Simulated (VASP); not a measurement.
Energy against volume of SrCl2 (fluorite). Method: LDA (Ceperley-Alder, Perdew-Zunger), VASP's LDA PAW potentials (set 64) (plane waves; VASP). Settings: 520 eV cut-off, 6×6×6 Γ-centred mesh, Gaussian smearing of 0.050 eV, potentials Sr_sv Cl.

```
V (Å³/atom)  E (eV/atom)
-----------  -----------
25.583          -4.68953
26.374          -4.69269
27.165          -4.68936
27.957          -4.68052
```

Task: Fit these four points and predict the energy of the run at 24.792 Å³/atom.

Result: A cubic in V^(−2/3), the third-order Birch-Murnaghan form, passes through the four points with V0 = 26.34 Å³/atom and B0 = 44 GPa, and gives -4.6787 eV/atom there. The run gave -4.6787 eV/atom, -0.0 meV/atom from the fit; all five points give B0 = 44 GPa.

The compound is SrCl2 in the fluorite structure. It was relaxed first, which changed the volume by -7 %.
